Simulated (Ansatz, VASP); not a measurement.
**NaY in VASP and in Ansatz**

File INCAR:

```
SYSTEM = NaY
  PREC = Accurate
  ENCUT = 600
  EDIFF = 1E-6
  ISMEAR = -1
  SIGMA = 0.05
  LREAL = .False.
  LASPH = .True.
  NELM = 100
  ALGO = Normal
  ISIF = 3
  LWAVE = .False.
  LCHARG = .False.
  MAGMOM = 0 0 0 0 0 0
  LORBIT = 11
  LSORBIT = .True.
  GGA_COMPAT = .False.
  LMAXMIX = 4
  GGA = PE
  IBRION = 2
  NSW = 40
  EDIFFG = -0.02
```

File KPOINTS:

```
regular mesh
0
Gamma
  5 5 5
  0 0 0
```

File POSCAR:

```
NaY
1.0
    4.0118800000      0.0000000000      0.0000000000
    0.0000000000      4.0118800000      0.0000000000
    0.0000000000      0.0000000000      4.0118800000
Na Y
1 1
Direct
    0.0000000000      0.0000000000      0.0000000000
    0.5000000000      0.5000000000      0.5000000000
```

Contents of input.yaml:

```yaml
crystal:
  lattice:
    - [4.01188, 0.0, 0.0]
    - [0.0, 4.01188, 0.0]
    - [0.0, 0.0, 4.01188]
  atoms:
    - { symbol: Na, position: [0.0, 0.0, 0.0] }
    - { symbol: "Y", position: [0.5, 0.5, 0.5] }
hamiltonian:
  xc: pbe
  pseudopotentials: { kind: paw_fr }
magnetization:
  noncollinear: true
  spin_orbit: true
kpoints:
  mp_grid: { grid: [5, 5, 5] }
scf:
  occupations: { method: fermi_dirac, width: 0.05 }
output:
  forces: true
  stress: true
  eigenvalues: true
relax:
  f_tol: 0.01
  max_steps: 40
  cell: { stress_tol: 0.05 }
```

The cell was built by a generator and needn't be a form met in nature.

Alike in both runs: task relaxation of cell and atoms; functional PBE; k mesh 5 × 5 × 5; occupations fermi-dirac, width 0.05 eV; spin-orbit coupling, no magnetisation.

|  | VASP | Ansatz |
| --- | --- | --- |
| version | VASP 6.6.1 | Ansatz 0.2.0 |
| potentials or method | VASP PAW PBE potentials, release 64 (Na_pv, Y_sv) | Ansatz PAW |
| plane-wave cutoff (eV) | 600 | 420 |
| valence electrons in the cell | 18 | 20 |

```tsv
	VASP	Ansatz	Ansatz less VASP
gap on the k mesh at the Fermi level, each at its own relaxed structure (eV)	none	none	-
relaxed volume (Å³/atom)	32.29	32.29	0.000
relaxed cell length with the largest relative difference (Å)	4.012	4.012	0.0000
```

A gap of «none» marks a metal or a gap that the smearing closes. The two sets of potentials don't hold the same shells in valence.

Caveats: the relaxation stopped at its first step, so nothing moved (VASP); the plane-wave basis is chosen anew once the cell has moved, so the energies of steps on either side of that aren't comparable (Ansatz).
